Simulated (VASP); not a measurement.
NiS: single point with LDA+U

Crystal: NiS.

```
Ni S
1.0
     3.42500    0.00000    0.00000
    -1.71250    2.96614    0.00000
     0.00000    0.00000    5.34000
Ni S
2 2
Direct
  0.00000 0.00000 0.00000
  0.00000 0.00000 0.50000
  0.33333 0.66667 0.25000
  0.66667 0.33333 0.75000
```

```yaml
Program: VASP 6.6.1
Task: single point
Functional: LDA
Potentials_or_basis: VASP PAW LDA potentials, release 64 (Ni, S)
Cutoff: 520 eV
k_mesh: 6 × 6 × 4
Occupations: gaussian, width 0.05 eV
Spin: collinear spin, typed start
Starting_moments: "[2.0, 2.0, 0.0, 0.0] μB"
Hubbard_terms: Ni d U = 4.0 eV
```

* Pressure: -12.2 GPa
* Band gap on the k mesh: none (metal or under the smearing width)
* Net moment: 1.93 μB per cell
* Site moments: Ni +0.80; S +0.11 μB
* Valence electrons inside the program's atomic spheres: Ni 9.35; S 3.64

Stress tensor (GPa, compression positive):
```
-11.29   0.00   0.00
  0.00 -11.29   0.00
  0.00   0.00 -13.96
```

Levels at points of the mesh, in eV from the Fermi level:
Spin up:
| k point | band 14 | band 15 | band 16 | band 17 | band 18 | band 19 | band 20 | band 21 |
| --- | --- | --- | --- | --- | --- | --- | --- | --- |
| (0.00, 0.00, 0.00) | -1.20 | -1.20 | -0.61 | 0.96 | 0.96 | 4.00 | 4.55 | 7.13 |
| (0.50, 0.00, 0.00) | -2.75 | -2.50 | -2.00 | -0.13 | 1.06 | 4.72 | 4.88 | 4.99 |
| (0.00, 0.00, 0.50) | -2.31 | 0.18 | 0.18 | 0.18 | 0.18 | 5.45 | 5.45 | 7.63 |
| (0.50, 0.00, 0.50) | -2.70 | -0.93 | -0.93 | -0.31 | -0.31 | 3.78 | 3.78 | 6.50 |
Spin down:
| k point | band 12 | band 13 | band 14 | band 15 | band 16 | band 17 | band 18 | band 19 |
| --- | --- | --- | --- | --- | --- | --- | --- | --- |
| (0.00, 0.00, 0.00) | -1.04 | -1.04 | -0.96 | -0.96 | -0.48 | 2.15 | 2.15 | 4.10 |
| (0.50, 0.00, 0.00) | -2.15 | -2.08 | -1.75 | -0.87 | 0.16 | 1.03 | 2.31 | 4.99 |
| (0.00, 0.00, 0.50) | -2.46 | -1.90 | -1.90 | 1.26 | 1.26 | 1.26 | 1.26 | 5.62 |
| (0.50, 0.00, 0.50) | -2.17 | -2.07 | -2.07 | 0.39 | 0.39 | 1.15 | 1.15 | 3.95 |

Eigenvalues of the final occupation matrices:
```tsv
site	spin	trace	eigenvalues
site 1 d	1	4.67	0.91 0.91 0.95 0.95 0.95
site 1 d	2	3.90	0.55 0.55 0.93 0.93 0.94
site 2 d	1	4.67	0.91 0.91 0.95 0.95 0.95
site 2 d	2	3.90	0.55 0.55 0.93 0.93 0.94
```

It took 32 s on 1 thread of Intel(R) Xeon(R) 6975P-C (Granite Rapids), with other jobs on the host, peak memory 0.17 GiB.

The state reached can hang on the start; a lower one may exist.
